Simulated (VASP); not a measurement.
Mg$_{2}$Ge (antifluorite): computed properties

Level of theory: LDA (Ceperley-Alder, Perdew-Zunger), VASP's LDA PAW potentials (set 64) (plane waves; VASP).

```
Property                                                                                                               Result
-----------------------------------------------  ----------------------------------------------------------------------------
space group                                                                                                       Fm-3m (225)
cell                                             a = 6.2684 Å, b = 6.2684 Å, c = 6.2684 Å, α = 90.00°, β = 90.00°, γ = 90.00°
volume per atom                                                                                                 20.52 Å³/atom
band gap (over mesh and band path)                                                                                    0.09 eV
smallest direct gap (over mesh and band path)                                                                         1.23 eV
band-edge character without spin-orbit coupling                                                              indirect, Γ to X
band gap with spin-orbit coupling                                                                                     0.02 eV
density                                                                                                            3.27 g/cm³
optical Γ-point spectrum                                                                              226 (×3), 264 (×3) cm⁻¹
```

Space group Fm-3m (No. 225); a = 6.2684 Å, b = 6.2684 Å, c = 6.2684 Å, α = 90.00°, β = 90.00°, γ = 90.00°

```csv
atom,site,symmetry,x,y,z
Mg,8c,-43m,0.2500,0.2500,0.2500
Ge,4a,m-3m,0.0000,0.0000,0.0000
```
(The calculation used a cell of 3 atoms; values per cell refer to that cell.)

Measured: gap 0.74 eV (computed value off by -0.65 eV), as given by Byungki Ryu et al., Journal of the Korean Physical Society (2019), arXiv:1905.06140; a 6.385 Å (computed value off by -1.8 %), as given by Grosch, Range, J. Alloys Compd. 235, 250 (1996). The calculation is for a static lattice, while the measured a holds thermal and zero-point effects, which are part of the difference.

The compound is Mg2Ge in the antifluorite structure. It was relaxed first, which changed the volume by -6 %. Symmetry was kept, so distortions that lower it aren't found.
